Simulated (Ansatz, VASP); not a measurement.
GaGe3, level by level in two programs

```
Ge Ga
1.0
     0.00000    3.45360    3.45360
     3.45360    0.00000    3.45360
     3.45360    3.45360    0.00000
Ge Ga
3 1
Direct
  0.50000 0.50000 0.50000
  0.75000 0.75000 0.75000
  0.25000 0.25000 0.25000
  0.00000 0.00000 0.00000
```

The cell comes from a database or a generator and needn't be the stable form of this composition.

Single points on this cell with VASP 6.6.1 and Ansatz 0.2.0. Each row is one pair of runs. Alike in all rows: spin: off; k mesh: 7 × 7 × 7; smearing: fermi-dirac, width 0.05 eV.

```csv
level,"VASP's potentials, cutoff","Ansatz's potentials, cutoff","gap on the k mesh at the Fermi level (eV), VASP","gap on the k mesh at the Fermi level (eV), Ansatz","pressure (GPa), VASP","pressure (GPa), Ansatz"
LDA,"VASP PAW LDA potentials, release 64 (Ge_d, Ga_d), 520 eV","Ansatz PAW, 420 eV",none,none,-8.1,-8.0
PBE,"VASP PAW PBE potentials, release 64 (Ge_d, Ga_d), 520 eV","Ansatz PAW, 420 eV",none,?,-3.7,?
r2SCAN,"VASP PAW PBE potentials, release 64 (Ge_d, Ga_d), 520 eV","Ansatz PAW, 500 eV",none,none,-5.5,-5.4
```

Task: Fill in what Ansatz gave in row 2.

Result: gap on the k mesh at the Fermi level (eV): none; pressure (GPa): -3.6.

A gap of «none» marks a metal or a gap that the smearing closes.

Caveats: the PAW data sets were made with another functional, which shifts forces and pressure a little (VASP); the PAW data sets come from PBE, with cores solved anew for the run's functional, which leaves a small shift of forces and pressure (Ansatz).
